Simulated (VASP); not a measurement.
Consider the following.

```
Ge
1.0
    0.00000     2.87431     2.87431
    2.87431     0.00000     2.87431
    2.87431     2.87431     0.00000
Ge
2
Direct
  0.00000   0.00000   0.00000
  0.25000   0.25000   0.25000
```

Level of theory: PBE GGA, VASP's PBE PAW potentials (set 64) (plane waves; VASP). Run with 480 eV cut-off, 10×10×10 Γ-centred mesh, first-order Methfessel-Paxton smearing of 0.10 eV, potentials Ge_d.

Energy and stress use the plane-wave basis of the starting cell.

Problem. The ions, cell shape and volume at an external pressure of 10.0 GPa are relaxed. Which structure does the run end with?

Solution. 
```
Ge
1.0
    0.00000     2.76219     2.76219
    2.76219     0.00000     2.76219
    2.76219     2.76219     0.00000
Ge
2
Direct
  0.00000   0.00000   0.00000
  0.25000   0.25000   0.25000
```
Space group Fd-3m (227), at a tolerance of 0.03 Å.

Problem. How do energy and volume change from the first to the last step?

Solution. The energy (σ→0) changes by +75.9 meV/atom and the volume by -11.3 %, in 5 ionic steps.

The compound is Ge in the diamond structure. This run relaxes it under an external pressure of 10 GPa. Symmetry was kept, so distortions that lower it aren't found.
